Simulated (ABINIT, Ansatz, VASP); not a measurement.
## BaO (Fm-3m, 2 atoms in the cell) computed with different codes at matched settings

Self-consistent single point.

```xyz
2
Lattice="0.0000 2.7700 2.7700 2.7700 0.0000 2.7700 2.7700 2.7700 0.0000" Properties=species:S:1:pos:R:3 pbc="T T T"
Ba     0.0000     0.0000     0.0000
O      2.7700     2.7700     2.7700
```

Shared settings, as Ansatz (a quantum-chemistry and plane-wave program) writes them: kpoints.mp_grid.grid = 8 8 8; magnetization.spin_orbit = true; scf.occupations.method = fermi_dirac; scf.occupations.width = 0.01 eV. Potentials and cutoffs stand in the table.

```json
[
 {"code": "ABINIT", "model": "PBE, spin-orbit coupling, PAW (JTH v2.0 PBE PAW)", "pressure (GPa)": "2.49", "gap on the mesh (eV)": "1.936", "cutoff": "24 Ha"},
 {"code": "VASP", "model": "PBE, spin-orbit coupling, VASP's PBE PAW potentials (set 64)", "pressure (GPa)": "–", "gap on the mesh (eV)": "1.920", "cutoff": "400 eV"},
 {"code": "Ansatz", "model": "PBE with spin-orbit coupling, default PAW files", "pressure (GPa)": "1.01", "gap on the mesh (eV)": "2.001", "cutoff": "default"}
]
```

A dash marks a value that a program does not give, or that is left out as unsure.

Gaps are read on the mesh.

The spread over the programs that give each value: pressure within 1.48 GPa; gap on the mesh within 0.081 eV.

Ansatz's pressure is given at a fixed set of plane waves, as the other plane-wave codes print theirs; with its correction for the finite basis it is 1.29 GPa (the shift of 0.28 GPa shows how far the cutoff is from converged).

VASP's run is marked for a possible Pulay error in its stress at this cutoff; no cutoff test was made.

The starting cell has typed, rounded lattice constants, without a prior relaxation at this level.

Left out of this page: Quantum ESPRESSO, Elk, FLEUR and SIESTA (not drawn, or without a comparable value).

Keys are those of Ansatz 0.2.
